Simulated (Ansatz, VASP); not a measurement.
# Cross-check of NiPS3 between VASP and Ansatz

Wanted: the spread between two codes on one cell, functional and k mesh. The cell comes out of the VASP series on this material, whose earlier steps may have relaxed, scaled or displaced it; both programs get it as it stands.

Main program and level: Ansatz 0.2.0; plane waves, with VASP 6.6.1 beside it; relaxation of cell and atoms at PBEsol with D3(BJ), DFT+U, single point at PBEsol with D3(BJ), DFT+U and band structure at PBEsol with D3(BJ), DFT+U.

In doubt: warnings of the run leave room for a lower electronic state, so energies may not be the lowest and differences between runs may mislead.

### 1. The structure

Symmetry: C2/m, No. 12, monoclinic system. Conventional cell: a = 5.691 Å, b = 9.856 Å, c = 6.312 Å, α = 90.00°, β = 107.44°, γ = 90.00°. Nearest to Ni lie 6 S at 2.39 to 2.40 Å. Nearest to P lie 3 S at 2.03 to 2.04 Å and 1 P at 2.16 Å. Nearest to S lie 1 P at 2.03 Å and 2 Ni at 2.39 Å. Nearest to S lie 1 P at 2.04 Å and 2 Ni at 2.40 Å. Farther neighbours and most contacts between anions are not listed.

Coordinates:

```cif
data_structure
_symmetry_space_group_name_H-M 'C2/m'
_symmetry_Int_Tables_number 12
_cell_length_a 5.6912
_cell_length_b 9.8564
_cell_length_c 6.3119
_cell_angle_alpha 90.000
_cell_angle_beta 107.437
_cell_angle_gamma 90.000
_cell_volume 337.79
loop_
_atom_site_label
_atom_site_type_symbol
_atom_site_symmetry_multiplicity
_atom_site_Wyckoff_symbol
_atom_site_fract_x
_atom_site_fract_y
_atom_site_fract_z
_atom_site_occupancy
Ni1 Ni 4 g 0.50000 0.16705 0.00000 1
P1 P 4 i 0.06101 0.00000 0.17906 1
S1 S 8 j 0.25906 0.17479 0.25201 1
S2 S 4 i 0.26453 0.00000 0.74770 1
```

### 2. Ansatz: relaxation of cell and atoms, PBEsol with D3(BJ), DFT+U

Ansatz runs on its default PAW (the set named soft_2) files.

The relaxed volume is the usual yardstick between codes: its relative difference is about their pressure difference at one cell divided by the bulk modulus.

input.yaml

```yaml
crystal:
  lattice:
    - [2.8455955645, -4.9282173603, -0.0016828978]
    - [2.8455955645, 4.9282173603, -0.0016828978]
    - [-1.8878334336, 0.0, 6.022963411]
  atoms:
    - { symbol: Ni, position: [0.3329483198, 0.6670516802, 0.0], spin: 1.0 }
    - { symbol: Ni, position: [0.6670516802, 0.3329483198, 0.0], spin: 1.0 }
    - { symbol: P, position: [0.06100743, 0.06100743, 0.1790558962] }
    - { symbol: P, position: [0.93899257, 0.93899257, 0.8209441038] }
    - { symbol: S, position: [0.0842750551, 0.4338473891, 0.2520101289] }
    - { symbol: S, position: [0.5661526109, 0.9157249449, 0.7479898711] }
    - { symbol: S, position: [0.2645260399, 0.2645260399, 0.7476977365] }
    - { symbol: S, position: [0.7354739601, 0.7354739601, 0.2523022635] }
    - { symbol: S, position: [0.4338473891, 0.0842750551, 0.2520101289] }
    - { symbol: S, position: [0.9157249449, 0.5661526109, 0.7479898711] }
hamiltonian:
  xc: pbesol
  pseudopotentials: { kind: paw }
  dispersion: d3bj
  hubbard: { sites: [{ species: Ni, l: d, u_eff: 4.0 }] }
magnetization:
  spin_polarized: true
kpoints:
  mp_grid: { grid: [5, 5, 4] }
scf:
  occupations: { method: gaussian, width: 0.05 }
relax:
  f_tol: 0.01
  max_steps: 60
  cell: { stress_tol: 0.05 }
output:
  forces: true
  stress: true
  write_density: true
  write_potential: true
  elf: true
  volumetric_format: npy
```

Run with:

```bash
> ansatz run input.yaml --threads 4 --pin off --max-ram 9216MiB --backend cpu --events-out ev --progress --plain --runs-dir out
```

Numbers of over 12 decimals in the logs are rounded to 6 here.

Output:

```text
Ni: projections on atomic orbitals take those of the free atom [Ne] 3s2 3p6 3d8 4s2, of charge +0.00 (hamiltonian.pseudopotentials.projection_atoms); the dataset's partial waves leave at most 1.6e-6 of an orbital's norm unspanned inside its sphere
P: projections on atomic orbitals take those of the free atom [Ne] 3s2 3p3, of charge +0.00 (hamiltonian.pseudopotentials.projection_atoms); the dataset's partial waves leave at most 1.0e-7 of an orbital's norm unspanned inside its sphere
S: projections on atomic orbitals take those of the free atom [Ne] 3s2 3p4, of charge +0.00 (hamiltonian.pseudopotentials.projection_atoms); the dataset's partial waves leave at most 1.6e-7 of an orbital's norm unspanned inside its sphere
Engine: ansatz 0.2.0, x86_64-unknown-linux-gnu
Pseudopotentials: kind: paw
Pseudopotential: Ni, paw, valence charge 18, recommended cutoff 420 eV (normal), Ni.paw.azcp
Pseudopotential: P, paw, valence charge 5, recommended cutoff 420 eV (normal), P.paw.azcp
Pseudopotential: S, paw, valence charge 6, recommended cutoff 420 eV (normal), S.paw.azcp
Functional definition: PBEsol
  exchange = pbesol_x
  correlation = pbesol_c
Crystal: 10 atoms, lattice volume = 168.897 Å³
Basis set: ecut = 420 eV, 3317 PW (Γ), exchange–correlation on 80×80×90 points (8 copies of the dense FFT grid, shifted against one another)
Bands: 52, of which v1, the nominal top of the filled ones, is band 41 counted from 1 (40 counted from 0)
Symmetry: 4 space group operations
Space group: C2/m (ITA 12), of the structure as read, at distance tolerance 5.5e-5 Å
Magnetic group: BNS 12.58 (UNI 65), of the structure as read, at distance tolerance 5.5e-5 Å
k-points: 33 of 100
Non-local potential: Ni, projectors of the file, l = 0: 3, l = 1: 2, l = 2: 3, l = 3: 1
Non-local potential: P, projectors of the file, l = 0: 2, l = 1: 2, l = 2: 2
Non-local potential: S, projectors of the file, l = 0: 2, l = 1: 2, l = 2: 2
PAW form: soft (Blöchl's): semilocal exchange-correlation on the pseudo side does not see the compensation charge
PAW frozen core: Ni, regenerated for the run's functional, and the local potential with it (the file was generated under x = pbe(κ = 0.804, μ = 0.219515), c = pbe(β = 0.066725))
PAW frozen core: P, regenerated for the run's functional, and the local potential with it (the file was generated under x = pbe(κ = 0.804, μ = 0.219515), c = pbe(β = 0.066725))
PAW frozen core: S, regenerated for the run's functional, and the local potential with it (the file was generated under x = pbe(κ = 0.804, μ = 0.219515), c = pbe(β = 0.066725))
PAW one-centre angular grid: Ni, 590 points (default); XC on 64 Gauss nodes
PAW one-centre angular grid: P, 110 points (default); XC on 64 Gauss nodes
PAW one-centre angular grid: S, 110 points (default); XC on 64 Gauss nodes
Initial density: superposition of atomic densities (chi_scale 0.1, normalization cell, long waves kept (reshape's long-wave potential 0.09 eV rms))
Starting moments: Σ|m| = 2 μB on 2 of 10 sites
Initial wavefunctions: pseudopotential atomic-orbital guess
Functional: x = pbesol(κ = 0.804, μ = 0.123457), c = pbesol(β = 0.046)
SCF iter   1: F=—  HF=-18410.509146 eV  |F-HF|=—  |Δ(HF+E_count)|=         —  Δρ=1.38e-1 (↑5.34e-2 ↓1.38e-1)  dr2=6.86e1  dr2_m=2.95e0  M=0.513 μB ∫|m|=0.541 μB  β_m=0.30  ethr=3.10e-3  ⟨swp⟩=7.7  Hψ=15199  notcnv=0  defer=36
preconditioner: auto → Kerker (q_TF=auto, 2.419 Å⁻¹)  [metal: Δε(μ)=0.006 eV  Ē_g=10.082 eV  σ=0.050 eV  W_gap=0.07  n_scr=38 (ndim 8)  ℏωp=23.2 eV  f_vac=0.002  D(μ)=6.51/eV (n_scr^D=54)]
spin=Collinear: Kerker preconditioning applied to the charge; magnetization (m = ρ↑ − ρ↓) channel mixes plain (no charge-response kernel on spin).
SCF iter   2: F=—  HF=-18403.083519 eV  |F-HF|=—  |Δ(HF+E_count)|=    7.43e0  Δρ=3.04e-2 (↑3.04e-2 ↓2.90e-2)  dr2=5.65e0  dr2_m=1.26e-1  M=1.652 μB ∫|m|=1.707 μB  β_m=0.30  ethr=3.10e-3  ⟨swp⟩=3.9  Hψ=8862  notcnv=0  defer=183
SCF iter   3: F=—  HF=-18402.152483 eV  |F-HF|=—  |Δ(HF+E_count)|=   9.31e-1  Δρ=2.47e-2 (↑1.48e-2 ↓2.47e-2)  dr2=5.86e0  dr2_m=1.21e-1  M=1.559 μB ∫|m|=1.613 μB  β_m=0.30  ethr=3.10e-3  ⟨swp⟩=2.2  Hψ=5959  notcnv=0  defer=191
SCF iter   4: F=—  HF=-18401.436467 eV  |F-HF|=—  |Δ(HF+E_count)|=   7.16e-1  Δρ=5.41e-2 (↑1.19e-2 ↓5.41e-2)  dr2=5.23e0  dr2_m=1.01e0  M=2.883 μB ∫|m|=2.919 μB  β_m=1.00  ethr=3.10e-3  ⟨swp⟩=3.8  Hψ=6111  notcnv=0  defer=192
SCF iter   5: F=—  HF=-18401.284732 eV  |F-HF|=—  |Δ(HF+E_count)|=   1.52e-1  Δρ=1.61e-2 (↑6.25e-3 ↓1.61e-2)  dr2=5.46e-1  dr2_m=9.36e-2  M=3.508 μB ∫|m|=3.557 μB  β_m=1.00  ethr=3.10e-3  ⟨swp⟩=2.4  Hψ=5245  notcnv=0  defer=201
SCF iter   6: F=—  HF=-18401.480691 eV  |F-HF|=—  |Δ(HF+E_count)|=   1.96e-1  Δρ=5.99e-3 (↑5.99e-3 ↓3.74e-3)  dr2=6.96e-2  dr2_m=5.92e-3  M=3.714 μB ∫|m|=3.780 μB  β_m=0.30  ethr=6.66e-4  ⟨swp⟩=2.9  Hψ=5818  notcnv=0  defer=216
Mixer restart at iter 6: flushing history
spin-set hold released at iteration 6 (site moments contracting): the magnetisation degrees of freedom join the quasi-Newton model from the next iteration; the mixer history was flushed
[...]
SCF iter  11: F=—  HF=-18402.270735 eV  |F-HF|=—  |Δ(HF+E_count)|=   2.13e-3  Δρ=5.52e-4 (↑2.87e-4 ↓5.52e-4)  dr2=4.99e-4  dr2_m=1.17e-4  M=4.000 μB ∫|m|=4.111 μB  β_m=0.86  ethr=2.50e-5  ⟨swp⟩=2.0  Hψ=4963  notcnv=0  defer=307
SCF iter  12: F=—  HF=-18402.270845 eV  |F-HF|=—  |Δ(HF+E_count)|=   1.10e-4  Δρ=2.24e-4 (↑8.64e-5 ↓2.24e-4)  dr2=6.98e-5  dr2_m=2.29e-5  M=4.000 μB ∫|m|=4.113 μB  β_m=0.80  ethr=6.08e-7  ⟨swp⟩=2.8  Hψ=6257  notcnv=0  defer=307
SCF iter  13: F=—  HF=-18402.270844 eV  |F-HF|=—  |Δ(HF+E_count)|=   5.84e-7  Δρ=5.94e-5 (↑4.84e-5 ↓5.94e-5)  dr2=6.23e-6  dr2_m=3.68e-6  M=4.000 μB ∫|m|=4.113 μB  β_m=0.90  ethr=8.51e-8  ⟨swp⟩=2.5  Hψ=5507  notcnv=0  defer=307
SCF iter  14: F=—  HF=-18402.270846 eV  |F-HF|=—  |Δ(HF+E_count)|=   2.07e-6  Δρ=2.90e-5 (↑8.53e-6 ↓2.90e-5)  dr2=1.74e-6  dr2_m=3.00e-7  M=4.000 μB ∫|m|=4.113 μB  β_m=0.95  ethr=7.59e-9  ⟨swp⟩=2.2  Hψ=5499  notcnv=0  defer=307
iter 15 did not close the SCF: its close was put off for a magnetic moment that had not settled (scf_convergence_deferred on its scf_iter line)
SCF iter  15: F=-18402.270846 eV  HF=-18402.270846 eV  |F-HF|=2.81e-8  |Δ(HF+E_count)|=   9.06e-8  Δρ=8.73e-6 (↑3.99e-6 ↓8.73e-6)  dr2=9.25e-8  dr2_m=5.80e-8  M=4.000 μB ∫|m|=4.113 μB  β_m=0.97  ethr=1.22e-10  ⟨swp⟩=2.8  Hψ=11101  notcnv=0
SCF iter  16: F=-18402.270846 eV  HF=-18402.270846 eV  |F-HF|=2.19e-9  |Δ(HF+E_count)|=   1.57e-8  Δρ=1.77e-6 (↑7.23e-7 ↓1.77e-6)  dr2=7.75e-9  dr2_m=1.81e-9  M=4.000 μB ∫|m|=4.113 μB  ethr=1.13e-10  ⟨swp⟩=1.0  Hψ=8117  notcnv=0
SCF 1 converged in 16 iterations: F = -18402.270846 eV  dr2 = 7.75e-9
a single-point calculation of the run's input, under the relaxation's own `scf.mixing.negative_modes` where the relaxation goes by `scf.lower_state_search: light` itself or types `scf.max_iter`, was made at the relaxed geometry, from the atoms, in 16 SCF iterations in all. It converged +0.0 meV from the relaxation's final energy, with moments (1.37, 1.37, 0.02, 0.02, 0.10, 0.10, 0.10, 0.10, 0.10, 0.10 Bohr magnetons, atom by atom), which does not count as lower, and the relaxation's result stands. No further magnetic order was relaxed to its end, and one can end lower (see `relax.adjacent_minimum`). Of at least 1 other set(s) of starting moments it isn't known whether they lead lower.
SCF converged after 8 iterations
Magnetization: 4.0000 μB (43.0000 up, 39.0000 down)
Absolute magnetization: 4.1111 μB (∫|ρ↑−ρ↓|, with the PAW one-centre terms)
Spin contamination: 0.0127 ħ² per cell (⟨S²⟩ above its minimum at these occupations)
Per-site moments (μB) at R_I (Å): [(1.367872, 0.992302), (1.367872, 0.992302), (0.021084, 0.840674), (0.021084, 0.840674), (0.101188, 0.840674), (0.101188, 0.840674), (0.103169, 0.842699), (0.103169, 0.842699), (0.101188, 0.840674), (0.101188, 0.840674)]
Free energy (F): -18402.270846 eV
Harris-Foulkes:  -18402.270846 eV  (|F-HF|=1.46e-11)
Internal energy: -18402.270846 eV  (E = F + TS)
E sigma→0 (E₀):  -18402.270846 eV
Fermi energy:    8.615906 eV
--- Per-component energies (eV) ---
  E_band       = -891.611317
  E_kinetic    = 1350.150724
  E_local      = -12437.793877  (includes V_loc(G=0)·N_el)
  E_nonlocal   = 1523.762335
  E_hartree    = 5333.633707
  E_xc         = -868.546838
  E_vxc        = -865.320386  (∫ρ·V_xc dr)
  E_hubbard    = 2.198786  (on-site DFT+U / exact-exchange correction)
  E_vhub       = -29.860889  (the Hubbard potential's part of the band-sum identity)
  E_paw        = -7808.392801  (= ΣΔE_a)
  E_vpaw       = -1099.817106  (= ΣTr[D̂ρ^β])
  E_aug_tail   = 0.001046  (compensation charges beyond the density's cutoff)
  E_ewald      = -5495.261853
  E_disp       = -2.880542  (pairwise vdW)
  E_core_change = 0.858466  (= ΣΔE_core)
  E_smearing   = -0.000000  (= −TS)
  E_closure    = 0.000000  (closes the sum)
  Σ components = -18402.270846   (vs F -18402.270846, Δ=0.00e0)
--- Forces (eV/Å), atoms counted from 1 ---
  atom   1  Ni     0.00000000    -0.00069310     0.00000000
  atom   2  Ni     0.00000000     0.00069310     0.00000000
  atom   3  P     -0.00073215     0.00000000     0.00350330
  atom   4  P      0.00073215     0.00000000    -0.00350330
  atom   5  S     -0.00137417    -0.00234310     0.00038727
  atom   6  S      0.00137417    -0.00234310    -0.00038727
  atom   7  S     -0.00311038     0.00000000     0.00080248
  atom   8  S      0.00311038     0.00000000    -0.00080248
  atom   9  S     -0.00137417     0.00234310     0.00038727
  atom  10  S      0.00137417     0.00234310    -0.00038727
  max |Σ_I F_I| component: 4.34e-19 eV/Å
--- Stress (GPa, compression-positive) ---
       -0.010685       0.000000      -0.001109
        0.000000      -0.007753       0.000000
       -0.001113       0.000000       0.003186
  P = ⅓ Tr σ = -0.0051 GPa (-0.051 kbar)
--- Band table (eV; the first three rows and the last of 66) ---
  k-point 0 ↑: bands = [... 37 lower, 6.8307, 6.9483, 7.1630, 7.3026, 7.9741, 8.0445, 10.7387, 11.0035, ... 7 higher]
  k-point 1 ↑: bands = [... 37 lower, 6.9503, 6.9928, 7.1654, 7.1757, 8.0481, 8.0710, 10.7349, 11.1627, ... 7 higher]
  k-point 2 ↑: bands = [... 37 lower, 6.7379, 6.9305, 7.0574, 7.2220, 8.0546, 8.1618, 10.7872, 11.1417, ... 7 higher]
  k-point 32 ↓: bands = [... 37 lower, 6.6925, 7.0345, 9.0779, 9.2499, 9.5539, 9.7488, 11.0536, 11.1660, ... 7 higher]
--- Relaxed structure (5 steps of the walk, 5 accepted, 1 SCFs on fresh bases) ---
  F+E_penalty+E_count = -18402.27084636 eV   max|allowed force component| = 3.503e-3 eV/Å   (the final SCF, on the basis selected at the relaxed cell)
  cell:  # Å, volume = 170.6655 Å³
    - [2.858081, -4.948060, -0.00495185]
    - [2.858081, 4.948060, -0.00495185]
    - [-1.903027, 3.18597507968099e-18, 6.037312]
  atoms:
    - { symbol: Ni, position: [0.332949, 0.667051, 0.0] }
    - { symbol: Ni, position: [0.667051, 0.332949, 0.0] }
    - { symbol: P, position: [0.061446, 0.061446, 0.178853] }
    - { symbol: P, position: [0.938554, 0.938554, 0.821147] }
    - { symbol: S, position: [0.085205, 0.433704, 0.252801] }
    - { symbol: S, position: [0.566296, 0.914795, 0.747199] }
    - { symbol: S, position: [0.262467, 0.262467, 0.747033] }
    - { symbol: S, position: [0.737533, 0.737533, 0.252967] }
    - { symbol: S, position: [0.433704, 0.085205, 0.252801] }
    - { symbol: S, position: [0.914795, 0.566296, 0.747199] }
```

Elapsed: 59 s, on 4 threads of Intel Xeon Platinum 8488C (Sapphire Rapids), shared host; peak memory 1.2 GiB; 3.7 min of CPU time.

[end of part 1 of 3]

[Lines on the potential files, build, host, timing and source positions are cut from VASP's logs without a mark.]

[Logs are printed without paths, hosts, clocks, repeated set-up lines and the standing remarks that a program may print on its own settings, such as how far it seeks lower states.]

[Hosts, paths, dates, database ids (printed as entryN), source tags and the programs' standing remarks are cut or masked in the printed files.]
